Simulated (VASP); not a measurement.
Calculation: optB88-vdW, VASP's PBE PAW potentials (set 64) (plane waves; VASP).

Input for VASP

**POSCAR**
```
LiCl
1.0
  0.0000000000   2.5700000000   2.5700000000
  2.5700000000   0.0000000000   2.5700000000
  2.5700000000   2.5700000000   0.0000000000
Li Cl
1 1
Direct
  0.0000000000   0.0000000000   0.0000000000
  0.5000000000   0.5000000000   0.5000000000
```

### INCAR
```
AGGAC=0.0
ALGO=Normal
EDIFF=1E-6
EDIFFG=-0.01
ENCUT=520
GGA=BO
IBRION=2
ISIF=3
ISMEAR=0
LASPH=T
LCHARG=F
LREAL=F
LUSE_VDW=T
LWAVE=F
NELM=100
NSW=60
PARAM1=0.1833333333
PARAM2=0.22
PREC=Accurate
SIGMA=0.05
SYSTEM=LiCl
```

### KPOINTS
```
Automatic mesh
0
Gamma
8 8 8
0 0 0
```

POTCAR, in this order: Li_sv Cl (PBE.64 set). Program: vasp_std.

Output of the run:

### OSZICAR
```
       N       E                     dE             d eps       ncg     rms          rms(c)
DAV:   1     0.485433047537E+02    0.48543E+02   -0.42793E+03   522   0.102E+03
DAV:   2    -0.290835207872E+01   -0.51452E+02   -0.49733E+02   720   0.164E+02
DAV:   3    -0.505584935129E+01   -0.21475E+01   -0.21456E+01   632   0.403E+01
DAV:   4    -0.511719161148E+01   -0.61342E-01   -0.61237E-01   825   0.640E+00
DAV:   5    -0.511771336156E+01   -0.52175E-03   -0.52173E-03   676   0.583E-01    0.220E+00
DAV:   6    -0.502067167053E+01    0.97042E-01   -0.23546E-01   573   0.285E+00    0.154E+00
DAV:   7    -0.502230472071E+01   -0.16331E-02   -0.67445E-02   737   0.172E+00    0.935E-01
DAV:   8    -0.502704097717E+01   -0.47363E-02   -0.95518E-03   544   0.987E-01    0.165E-01
DAV:   9    -0.502699107289E+01    0.49904E-04   -0.65295E-04   755   0.226E-01    0.457E-02
DAV:  10    -0.502704815765E+01   -0.57085E-04   -0.72635E-05   550   0.962E-02    0.165E-02
DAV:  11    -0.502705249715E+01   -0.43395E-05   -0.51174E-06   697   0.273E-02    0.256E-03
DAV:  12    -0.502705308807E+01   -0.59092E-06   -0.49627E-07   536   0.860E-03
   1 F= -.50270531E+01 E0= -.50270531E+01  d E =-.502705E+01
       N       E                     dE             d eps       ncg     rms          rms(c)
DAV:   1    -0.503560237155E+01   -0.85499E-02   -0.14129E-01   522   0.284E+00    0.562E-01
DAV:   2    -0.502919579111E+01    0.64066E-02   -0.17459E-02   664   0.930E-01    0.194E-01
DAV:   3    -0.502849847061E+01    0.69732E-03   -0.29821E-03   542   0.353E-01    0.118E-01
DAV:   4    -0.502850967382E+01   -0.11203E-04   -0.88109E-05   879   0.101E-01    0.219E-02
DAV:   5    -0.502851358453E+01   -0.39107E-05   -0.11927E-05   641   0.344E-02    0.790E-03
DAV:   6    -0.502851250824E+01    0.10763E-05   -0.47134E-07   367   0.922E-03    0.248E-03
DAV:   7    -0.502851259523E+01   -0.86982E-07   -0.11489E-07   261   0.345E-03
   2 F= -.50285126E+01 E0= -.50285126E+01  d E =-.145951E-02
       N       E                     dE             d eps       ncg     rms          rms(c)
DAV:   1    -0.503420343128E+01   -0.56909E-02   -0.10522E-01   522   0.245E+00    0.485E-01
DAV:   2    -0.502945064233E+01    0.47528E-02   -0.12905E-02   664   0.802E-01    0.168E-01
DAV:   3    -0.502892560326E+01    0.52504E-03   -0.22347E-03   542   0.306E-01    0.102E-01
DAV:   4    -0.502893428429E+01   -0.86810E-05   -0.65467E-05   878   0.864E-02    0.191E-02
DAV:   5    -0.502893760357E+01   -0.33193E-05   -0.88948E-06   641   0.296E-02    0.690E-03
DAV:   6    -0.502893667870E+01    0.92487E-06   -0.35091E-07   320   0.799E-03
   3 F= -.50289367E+01 E0= -.50289367E+01  d E =-.188359E-02
```

**OUTCAR**
```
------------------------ aborting loop because EDIFF is reached ----------------------------------------
  FORCE on cell =-STRESS in cart. coord.  units (eV):
  Direction    XX          YY          ZZ          XY          YZ          ZX
  --------------------------------------------------------------------------------------
  Total       -0.0015981     -0.0015981     -0.0015981      0.0000000      0.0000000      0.0000000
  in kB       -0.0771182     -0.0771182     -0.0771182      0.0000000      0.0000000      0.0000000
  external PRESSURE =      -0.0771182 kB  Pullay stress =       0.0000000 kB
  volume of cell :       33.20
      direct lattice vectors                 reciprocal lattice vectors
     0.000000000  2.550977630  2.550977630    -0.196003287  0.196003287  0.196003287
     2.550977630 -0.000000000  2.550977630     0.196003287 -0.196003287  0.196003287
     2.550977630  2.550977630  0.000000000     0.196003287  0.196003287 -0.196003287
  FREE ENERGIE OF THE ION-ELECTRON SYSTEM (eV)
  ---------------------------------------------------
  free  energy   TOTEN  =        -5.0289366787 eV

  energy  without entropy=       -5.0289366787  energy(sigma->0) =       -5.02893668

 reached required accuracy - stopping structural energy minimisation
```
(Selected blocks of OUTCAR.)

File CONTCAR:
```
LiCl
   1.00000000000000
     0.0000000000000000    2.5509776300759039    2.5509776300759039
     2.5509776300759039   -0.0000000000000000    2.5509776300759039
     2.5509776300759039    2.5509776300759039    0.0000000000000000
  Li              Cl
     1     1
Direct
     0.0000000000000000    0.0000000000000000    0.0000000000000000
     0.5000000000000000    0.5000000000000000    0.5000000000000000
```

OUTCAR:
```
 val. band max:        0.5613120097   @ k =   0.0000   0.0000   0.0000

 cond. band min:       7.0671209171   @ k =   0.0000   0.0000   0.0000


 Fermi energy:         0.9311817646

 k-point     1 :       0.0000    0.0000    0.0000
  band No.  band energies     occupation
      1     -43.2772      2.00000
      2     -12.8654      2.00000
      3       0.5613      2.00000
      4       0.5613      2.00000
      5       0.5613      2.00000
      6       7.0671      0.00000
      7      12.5195      0.00000
      8      12.5195      0.00000
      9      12.5195      0.00000

 k-point     2 :       0.1250    0.0000    0.0000
  band No.  band energies     occupation
      1     -43.2767      2.00000
      2     -12.7872      2.00000
      3       0.0286      2.00000
      4       0.5190      2.00000
      5       0.5190      2.00000
      6       7.5241      0.00000
      7      11.7729      0.00000
      8      12.4359      0.00000
      9      12.4360      0.00000

 k-point     3 :       0.2500    0.0000    0.0000
  band No.  band energies     occupation
      1     -43.2758      2.00000
      2     -12.5878      2.00000
      3      -1.0425      2.00000
      4       0.4222      2.00000
      5       0.4222      2.00000
      6       7.9106      0.00000
      7      11.2953      0.00000
      8      11.2953      0.00000
      9      11.6774      0.00000

 k-point     4 :       0.3750    0.0000    0.0000
  band No.  band energies     occupation
      1     -43.2747      2.00000
      2     -12.3706      2.00000
      3      -1.9521      2.00000
      4       0.3326      2.00000
      5       0.3326      2.00000
      6       7.5978      0.00000
      7      10.4015      0.00000
      8      10.4015      0.00000
      9      12.9451      0.00000

 k-point     5 :       0.5000    0.0000    0.0000
  band No.  band energies     occupation
      1     -43.2743      2.00000
      2     -12.2745      2.00000
      3      -2.3017      2.00000
...
```

Energy and stress use the plane-wave basis of the starting cell.

The compound is LiCl in the rock salt structure. This run relaxes it. Symmetry was kept, so distortions that lower it aren't found.
